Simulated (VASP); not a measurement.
OSZICAR of a VASP run on Pb (fcc):

OSZICAR:
```
       N       E                     dE             d eps       ncg     rms          rms(c)
DAV:   1     0.100186403585E+03    0.10019E+03   -0.73294E+03  2302   0.155E+03
DAV:   2     0.945255786946E+00   -0.99241E+02   -0.96997E+02  2360   0.327E+02
DAV:   3    -0.313739414340E+01   -0.40826E+01   -0.40344E+01  2713   0.791E+01
DAV:   4    -0.322163190105E+01   -0.84238E-01   -0.84202E-01  2780   0.117E+01
DAV:   5    -0.322510962568E+01   -0.34777E-02   -0.34777E-02  2933   0.215E+00    0.808E-01
DAV:   6    -0.320779001719E+01    0.17320E-01   -0.19507E-02  2779   0.304E+00    0.390E-01
DAV:   7    -0.320206587062E+01    0.57241E-02   -0.89237E-03  2779   0.194E+00    0.896E-02
DAV:   8    -0.320167433744E+01    0.39153E-03   -0.50741E-04  3071   0.434E-01    0.101E-02
DAV:   9    -0.320166602553E+01    0.83119E-05   -0.11132E-05  2851   0.699E-02    0.627E-03
DAV:  10    -0.320166187899E+01    0.41465E-05   -0.85734E-07  1513   0.176E-02    0.261E-04
DAV:  11    -0.320166193042E+01   -0.51431E-07   -0.13773E-07  1372   0.689E-03
   1 F= -.13899367E+00 E0= -.13874448E+00  d E =-.138994E+00
       N       E                     dE             d eps       ncg     rms          rms(c)
DAV:   1    -0.321326722361E+01   -0.11605E-01   -0.51201E-02  2699   0.540E+00    0.219E-01
DAV:   2    -0.321175422927E+01    0.15130E-02   -0.29287E-03  2669   0.129E+00    0.774E-02
DAV:   3    -0.321153444610E+01    0.21978E-03   -0.84655E-04  3042   0.664E-01    0.598E-03
DAV:   4    -0.321153233672E+01    0.21094E-05   -0.11001E-05  2399   0.390E-02    0.352E-03
DAV:   5    -0.321153023314E+01    0.21036E-05   -0.48619E-06  2402   0.202E-02    0.178E-03
DAV:   6    -0.321153008459E+01    0.14856E-06   -0.20557E-07  1267   0.878E-03
   2 F= -.13896909E+00 E0= -.13872474E+00  d E =0.245817E-04
       N       E                     dE             d eps       ncg     rms          rms(c)
DAV:   1    -0.320609461955E+01    0.54356E-02   -0.19632E-02  2696   0.332E+00    0.136E-01
DAV:   2    -0.320550601040E+01    0.58861E-03   -0.11283E-03  2666   0.802E-01    0.480E-02
DAV:   3    -0.320542305868E+01    0.82952E-04   -0.32337E-04  3039   0.411E-01    0.368E-03
DAV:   4    -0.320542452298E+01   -0.14643E-05   -0.42144E-06  2402   0.240E-02    0.217E-03
DAV:   5    -0.320542666113E+01   -0.21382E-05   -0.18332E-06  2360   0.122E-02    0.108E-03
DAV:   6    -0.320542672959E+01   -0.68456E-07   -0.73119E-08  1159   0.503E-03
   3 F= -.13900729E+00 E0= -.13875970E+00  d E =-.136205E-04
```

Question: Which electronic solver shows in the log?

Answer: It is blocked Davidson (ALGO = Normal, or the opening steps of other solvers). The INCAR had ALGO = Normal.

Question: Can the final energy be trusted as converged?

Answer: Self-consistency was reached. It stopped with EDIFF = 1E-6, NELM = 100, NSW = 40 and EDIFFG = -0.02 after 3 ionic steps (PBE GGA, plane waves, VASP's PBE PAW potentials (set 64)).

The compound is Pb in the fcc structure. This run relaxes it under an external pressure of 20 GPa. Symmetry was kept, so distortions that lower it aren't found.
